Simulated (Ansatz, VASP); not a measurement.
One calculation of AlGaOs, two programs

INCAR

```
SYSTEM = AlGaOs
ALGO = Normal ; EDIFF = 1E-7
ENCUT = 520 ; GGA = PE
ISIF = 2 ; ISMEAR = 0
LASPH = .True. ; LCHARG = .False.
LREAL = .False. ; LWAVE = .False.
NBANDS = 19 ; NELM = 100
PREC = Accurate ; SIGMA = 0.1
```

Contents of KPOINTS:

```
k-points
0
Gamma
  8 8 8
  0 0 0
```

The input POSCAR:

```
AlGaOs
1.0
   -1.5809247293      1.5809247293      4.1598515754
    1.5809247293     -1.5809247293      4.1598515754
    1.5809247293      1.5809247293     -4.1598515754
Al Ga Os
1 1 1
Direct
    0.3386681400      0.3386681400      0.0000000000
    0.6613318600      0.6613318600      0.0000000000
    0.0000000000      0.0000000000      0.0000000000
```

Input for Ansatz:

```yaml
crystal:
  lattice:
    - [-1.5809247293, 1.5809247293, 4.1598515754]
    - [1.5809247293, -1.5809247293, 4.1598515754]
    - [1.5809247293, 1.5809247293, -4.1598515754]
  atoms:
    - { symbol: Al, position: [0.33866814, 0.33866814, 0.0] }
    - { symbol: Ga, position: [0.66133186, 0.66133186, 0.0] }
    - { symbol: Os, position: [0.0, 0.0, 0.0] }
basis:
  ecutwfc: 420
kpoints:
  mp_grid: { grid: [8, 8, 8] }
hamiltonian:
  xc: pbe
scf:
  occupations: { method: gaussian, width: 0.1 }
output:
  forces: true
  stress: true
  eigenvalues: true
```

The cell comes from a database or a generator and needn't be the stable form of this composition.

Alike in both runs: task single point; functional PBE; k mesh 8 × 8 × 8; occupations gaussian, width 0.1 eV; no spin polarisation.

|  | VASP | Ansatz |
| --- | --- | --- |
| version | VASP 6.6.1 | Ansatz 0.2.0 |
| potentials or method | VASP PAW PBE potentials, release 64 (Al, Ga_d, Os) | scalar-relativistic, plane waves, PAW |
| plane-wave cutoff (eV) | 520 | 420 |
| valence electrons in the cell | 24 | 32 |

VASP gave:

```
gap on the k mesh at the Fermi level (eV)       : 0.29
least direct gap on the mesh (eV)               : 1.34
pressure (GPa)                                  : 5.9
largest component of the traceless stress (GPa) : 1.70
rms of the force components (eV/Å)              : 0.232
```

Problem. Which values does Ansatz return?

Solution. gap on the k mesh at the Fermi level (eV): 0.29; least direct gap on the mesh (eV): 1.36; pressure (GPa): 5.8; largest component of the traceless stress (GPa): 1.73; rms of the force components (eV/Å): 0.224.

Atom by atom the forces differ by 0.008 eV/Å (rms over components). The two sets of potentials don't hold the same shells in valence.

Caveats: spin-orbit coupling is left out, which moves the levels of the heavy elements. As with any semilocal functional, this PBE gap is likely too small. A k mesh can miss the band edges.
